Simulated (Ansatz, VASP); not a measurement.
**One calculation of Ge3Sb2, two programs**

```
Ge Sb
1.0
     4.94430    0.00000    0.00000
    -2.47215    4.28189    0.00000
     0.00000    0.00000   30.79249
Ge Sb
3 2
Direct
  0.00000 0.00000 0.29228
  0.33333 0.66667 0.32716
  0.66667 0.33333 0.25740
  0.66667 0.33333 0.34655
  0.33333 0.66667 0.23800
```

Change from the starting cell: species swapped into a sheet of the Cu3Te2 type.

Alike in both runs: functional PBE; k mesh 12 × 12 × 1; occupations gaussian, width 0.1 eV; no spin polarisation.

Ansatz relaxed the structure, and its values are those at the end. VASP's run is a single point on that final structure, the one shown.

```csv
,VASP,Ansatz
version,VASP 6.6.1,Ansatz 0.2.0
potentials or method,"VASP PAW PBE potentials, release 64 (Ge_d, Sb)","scalar-relativistic, plane waves, PAW"
plane-wave cutoff (eV),520,420
valence electrons in the cell,52,72
```

```tsv
	VASP	Ansatz	Ansatz less VASP
gap on the k mesh at the Fermi level (eV)	none	none	-
rms of the force components (eV/Å)	0.008	0.000	-0.0074
```

A gap of «none» marks a metal or a gap that the smearing closes. The two sets of potentials don't hold the same shells in valence.

Spin-orbit coupling is left out, which matters for the levels of Sb.
